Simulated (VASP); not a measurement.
A convergence study with VASP on Ni (fcc): one setting is varied, all else stays as given below, so the limit is that of these other settings.

```yaml
crystal:
  lattice:
    - [0.00000, 1.76000, 1.76000]
    - [1.76000, 0.00000, 1.76000]
    - [1.76000, 1.76000, 0.00000]
  atoms:
    - { symbol: Ni, position: [0.00000, 0.00000, 0.00000], spin: 0.8 }
```

Level of theory: PBE GGA, VASP's PBE PAW potentials (set 64) (plane waves; VASP). The tightest run used: 550 eV cut-off, 28×28×28 Γ-centred mesh, first-order Methfessel-Paxton smearing of 0.10 eV, potentials Ni.

```csv
setting,E (eV/atom),pressure (GPa),moment (μB),irreducible k-points
1×1×1 mesh,-16.4262,-74.46,2.000,1
2×2×2 mesh,-3.2129,28.95,1.250,3
3×3×3 mesh,-5.3384,7.06,1.111,4
4×4×4 mesh,-5.5404,-3.61,0.594,8
5×5×5 mesh,-5.3984,3.51,0.944,10
6×6×6 mesh,-5.4936,-1.32,0.640,16
```

These are the cheaper rows. Estimate the results at 28×28×28 mesh, and how far the last row shown lies from them.

```
quantity        tightest run  last row shown is off by
--------------  ------------  ------------------------
E (eV/atom)          -5.4698                   -0.0238
pressure (GPa)         -0.44                     -0.88
moment (μB)            0.622                     0.018
```

Left out are rungs that failed or repeat a setting and relaxations that didn't move; long series are thinned to 24 rows.

The compound is Ni in the fcc structure. The cell was not relaxed at this level. The spin order is the one that the start imposed; others were not tried in this run.
